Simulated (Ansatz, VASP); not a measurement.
# Cross-check of SrAsPt between VASP and Ansatz, part 2 of 2

Wanted: the spread between two codes on one cell, functional and k mesh. The cell is taken from a series of runs on this material, whose earlier steps may have relaxed, scaled, displaced or heated it; both programs get it as it stands.

VASP 6.6.1 and Ansatz 0.2.0.

So far: Starting point; VASP: relaxation of cell and atoms, PBEsol.

## Step 3: Ansatz: relaxation of cell and atoms, PBEsol

Level of this step: Ansatz beside VASP: Kohn-Sham DFT, plane waves, PBEsol (Ansatz).

Ansatz runs on its default PAW (the set named soft_2) files.

The same cell, functional, mesh and smearing now go to Ansatz, which takes its cutoff from its data sets.

The input, input.yaml:

```yaml
crystal:
  lattice:
    - [4.2397032687, 0.0, 0.0]
    - [-2.1198516343, 3.6716907352, 0.0]
    - [0.0, 0.0, 8.9079012628]
  atoms:
    - { symbol: Sr, position: [0.0, 0.0, 0.5] }
    - { symbol: Sr, position: [0.0, 0.0, 0.0] }
    - { symbol: As, position: [0.3333333333, 0.6666666667, 0.75] }
    - { symbol: As, position: [0.6666666667, 0.3333333333, 0.25] }
    - { symbol: Pt, position: [0.3333333333, 0.6666666667, 0.25] }
    - { symbol: Pt, position: [0.6666666667, 0.3333333333, 0.75] }
kpoints:
  mp_grid: { grid: [9, 9, 3] }
hamiltonian:
  xc: pbesol
scf:
  occupations: { method: methfessel_paxton, width: 0.2 }
output:
  forces: true
  stress: true
  eigenvalues: true
relax:
  adjacent_minimum: "off"
  f_tol: 0.001
  max_steps: 60
  cell: { stress_tol: 0.01 }
```

On the command line:

```sh
> ansatz run input.yaml --threads 16 --pin off --max-ram 61440MiB --backend cuda --events-out ev --progress --plain --runs-dir out
```

Numbers of over 12 decimals in the logs are rounded to 6 here.

The log of the run:

```text
Engine: ansatz 0.2.0, aarch64-unknown-linux-gnu
Pseudopotentials: kind: paw
Pseudopotential: Sr, paw, valence charge 10, recommended cutoff 420 eV (normal), Sr.paw.azcp
Pseudopotential: As, paw, valence charge 15, recommended cutoff 420 eV (normal), As.paw.azcp
Pseudopotential: Pt, paw, valence charge 18, recommended cutoff 420 eV (normal), Pt.paw.azcp
Functional definition: PBEsol
  exchange = pbesol_x
  correlation = pbesol_c
[...]
Crystal: 6 atoms, lattice volume = 138.668 Å³
Basis set: ecut = 420 eV, 2699 PW (Γ), exchange–correlation on 60×60×120 points (8 copies of the dense FFT grid, shifted against one another)
Bands: 52, of which v1, the nominal top of the filled ones, is band 43 counted from 1 (42 counted from 0)
Symmetry: 24 space group operations
Space group: P63/mmc (ITA 194), of the structure as read, at distance tolerance 5.2e-5 Å
k-points: 24 of 243
Non-local potential: Sr, projectors of the file, l = 0: 3, l = 1: 2, l = 2: 2
Non-local potential: As, projectors of the file, l = 0: 2, l = 1: 2, l = 2: 3, l = 3: 1
Non-local potential: Pt, projectors of the file, l = 0: 3, l = 1: 2, l = 2: 2, l = 3: 1
PAW form: soft (Blöchl's): semilocal exchange-correlation on the pseudo side does not see the compensation charge
PAW frozen core: Sr, regenerated for the run's functional, and the local potential with it (the file was generated under x = pbe(κ = 0.804, μ = 0.219515), c = pbe(β = 0.066725))
PAW frozen core: As, regenerated for the run's functional, and the local potential with it (the file was generated under x = pbe(κ = 0.804, μ = 0.219515), c = pbe(β = 0.066725))
PAW frozen core: Pt, regenerated for the run's functional, and the local potential with it (the file was generated under x = pbe(κ = 0.804, μ = 0.219515), c = pbe(β = 0.066725))
PAW one-centre angular grid: Sr, 110 points (default); XC on 64 Gauss nodes
PAW one-centre angular grid: As, 590 points (default); XC on 64 Gauss nodes
PAW one-centre angular grid: Pt, 590 points (default); XC on 64 Gauss nodes
Initial density: superposition of atomic densities (neutral atoms: chi_scale 0, normalization atom), corrected by the library's trained network
Initial wavefunctions: pseudopotential atomic-orbital guess
[...]
Functional: x = pbesol(κ = 0.804, μ = 0.123457), c = pbesol(β = 0.046)
SCF iter   1: F=—  HF=-41384.113655 eV  |F-HF|=—  |Δ(HF+E_count)|=         —  Δρ=3.19e-3  dr2=1.39e-2  ethr=1.77e-3  ⟨swp⟩=10.5  Hψ=5794  notcnv=0
preconditioner: auto → Kerker (q_TF=auto, 2.519 Å⁻¹)  [metal: Δε(μ)=0.030 eV  Ē_g=10.776 eV  σ=0.200 eV  W_gap=0.13  n_scr=36 (ndim 8)  ℏωp=21.4 eV  f_vac=0.000  D(μ)=5.39/eV (n_scr^D=36)]
SCF iter   2: F=—  HF=-41384.114597 eV  |F-HF|=—  |Δ(HF+E_count)|=   9.42e-4  S|Δr|=    0.00e0  Δρ=1.94e-3  dr2=6.09e-3  ethr=1.62e-5  ⟨swp⟩=3.0  Hψ=2632  notcnv=0
[...]
SCF iter   8: F=-41384.113454 eV  HF=-41384.113454 eV  |F-HF|=3.25e-8  |Δ(HF+E_count)|=   3.20e-8  S|Δr|=    0.00e0  Δρ=4.03e-6  dr2=5.07e-8  ethr=1.16e-10  ⟨swp⟩=10.6  Hψ=6624  notcnv=0
SCF 1 converged in 8 iterations: F = -41384.113454 eV  dr2 = 5.07e-8
  greatest PAW one-centre occupation: 1.000 electrons in one spin orbital (limit 2), on the Pt atom at site 5 (counted from 0), in its partial waves of l = 0
relax step   1: F+E_penalty+E_count = -41384.11345392 eV  Δ(F+E_penalty+E_count) = +0.000e0 eV  max|allowed force component| = 1.442e-16 eV/Å  Δτ_max = 0.0000 Å  P = -0.023 GPa  Ω = 138.668 Å³  (8 SCF iters, dr2 threshold 1.00e-7 eV, accepted)
[...]
relax step   2: F+E_penalty+E_count = -41384.11346970 eV  Δ(F+E_penalty+E_count) = -1.578e-5 eV  max|allowed force component| = 1.118e-16 eV/Å  Δτ_max = 0.0000 Å  P = +0.005 GPa  Ω = 138.660 Å³  energy of the carried Pulay correction = +2.213e-6 eV  (5 SCF iters, dr2 threshold 5.28e-9 eV, accepted)
[...]
relax step   3: F+E_penalty+E_count = -41384.11346671 eV  Δ(F+E_penalty+E_count) = +2.988e-6 eV  max|allowed force component| = 6.091e-17 eV/Å  Δτ_max = 0.0000 Å  P = +0.005 GPa  Ω = 138.660 Å³  stress off target by 6.27e-3 GPa  SCF on the basis re-selected at this cell (its energy is not comparable with the rows above)  (9 SCF iters)
[...]
SCF converged after 9 iterations
Stability not checked: this state was not tested for a lower state beside it, because cold or Methfessel-Paxton smearing, or corrected tetrahedra, fill the levels in a way that the test cannot read (fill_not_monotonic; see scf.lower_state_search)
Free energy (F): -41384.113467 eV
Harris-Foulkes:  -41384.113467 eV  (|F-HF|=0.00e0)
Internal energy: -41384.099708 eV  (E = F + TS)
E sigma→0 (E₀):  -41384.110027 eV
Entropy (-TS):   -0.013759 eV (-2.293 meV/atom)
Fermi energy:    11.989166 eV
--- Per-component energies (eV) ---
  E_band       = -1164.470665
  E_kinetic    = 1980.979628
  E_local      = -9934.444971  (includes V_loc(G=0)·N_el)
  E_nonlocal   = -521.480863
  E_hartree    = 4305.929291
  E_xc         = -1024.168957
  E_vxc        = -1090.176055  (∫ρ·V_xc dr)
  E_paw        = -27512.016085  (= ΣΔE_a)
  E_vpaw       = -211.207320  (= ΣTr[D̂ρ^β])
  E_aug_tail   = 0.000371  (compensation charges beyond the density's cutoff)
  E_ewald      = -8681.673637
  E_core_change = 2.775515  (= ΣΔE_core)
  E_smearing   = -0.013759  (= −TS)
  E_closure    = -0.000000  (closes the sum)
  Σ components = -41384.113467   (vs F -41384.113467, Δ=0.00e0)
--- Forces (eV/Å), atoms counted from 1 ---
  atom   1  Sr     0.00000000    -0.00000000     0.00000000
  atom   2  Sr    -0.00000000    -0.00000000     0.00000000
  atom   3  As    -0.00000000    -0.00000000     0.00000000
  atom   4  As     0.00000000     0.00000000    -0.00000000
  atom   5  Pt    -0.00000000    -0.00000000     0.00000000
  atom   6  Pt     0.00000000     0.00000000    -0.00000000
  max |Σ_I F_I| component: 7.86e-17 eV/Å
--- Stress (GPa, compression-positive) ---
        0.006272       0.000000      -0.000000
        0.000000       0.006272       0.000000
       -0.000000       0.000000       0.002550
  P = ⅓ Tr σ = 0.0050 GPa (0.050 kbar)
--- Band table (eV; the first three rows and the last of 24) ---
  k-point 0: bands = [... 39 lower, 10.5628, 13.0183, 13.4305, 13.4305, 13.5850, 14.5453, 14.5756, 14.5756, ... 5 higher]
  k-point 1: bands = [... 39 lower, 10.3273, 13.2234, 13.4656, 13.6716, 13.6716, 14.2106, 14.2106, 14.7938, ... 5 higher]
  k-point 2: bands = [... 39 lower, 10.7316, 12.2021, 12.6525, 13.2382, 13.8426, 14.1214, 14.7261, 14.7818, ... 5 higher]
  k-point 23: bands = [... 39 lower, 9.4342, 9.9814, 9.9814, 12.1733, 12.1733, 13.5483, 13.5483, 16.2863, ... 5 higher]
--- Relaxed structure (2 steps of the walk, 2 accepted, 1 SCFs on fresh bases) ---
  F+E_penalty+E_count = -41384.11346671 eV   max|allowed force component| = 6.091e-17 eV/Å   (the final SCF, on the basis selected at the relaxed cell)
  cell:  # Å, volume = 138.6600 Å³
    - [4.238629, -2.8860192428252692e-11, 0.0]
    - [-2.119315, 3.670761, 0.0]
    - [0.0, 0.0, 8.911887]
  atoms:
    - { symbol: Sr, position: [0, 0, 0.5] }
    - { symbol: Sr, position: [0, 0, 0] }
    - { symbol: As, position: [0.333333, 0.666667, 0.75] }
    - { symbol: As, position: [0.666667, 0.333333, 0.25] }
    - { symbol: Pt, position: [0.333333, 0.666667, 0.25] }
    - { symbol: Pt, position: [0.666667, 0.333333, 0.75] }
```

## Step 4: Side by side

Known differences besides the potentials themselves: the data sets hold 86 valence electrons in Ansatz (on its default PAW (the set named soft_2) files) and 50 in VASP; the cutoff is 420 eV in Ansatz and 500 eV in VASP; Ansatz makes its cores anew for this functional, VASP keeps those of its PBE data sets; Ansatz adds a Pulay correction to the stress that steers its cell, VASP none. Total energies have different zeros and are not compared.

The two programs side by side:

```csv
quantity,Ansatz,VASP,difference
volume (Å³),138.66,139.08,-0.30 %
"edge a after relaxation, in the typed setting (Å)",4.239,4.241,-0.07 %
"edge c after relaxation, in the typed setting (Å)",8.912,8.927,-0.17 %
```

## Step 5: What came out

| Property | Result |
| --- | --- |
| difference in volume (relaxation of cell and atoms, PBEsol) | -0.30 % |

In words: The difference in volume is -0.30 % (relaxation of cell and atoms, PBEsol), within the 1.2 % picked in this series as the mark of a large difference, as far as the stopping tolerances let one tell. The data sets hold unlike numbers of valence electrons (86 in Ansatz and 50 in VASP), so part of the differences comes from the potentials. 1 further run of this series is not shown here. Such differences can come from data sets, numerical settings and the points named under the comparisons, not from the functional's error against experiment.

[Lines on the potential files, build, host, timing and source positions are cut from VASP's logs without a mark.]

[Logs are printed without paths, hosts, clocks, repeated set-up lines and the standing remarks that a program may print on its own settings, such as how far it seeks lower states.]

[Hosts, paths, dates, database ids (printed as entryN), source tags and the programs' standing remarks are cut or masked in the printed files.]
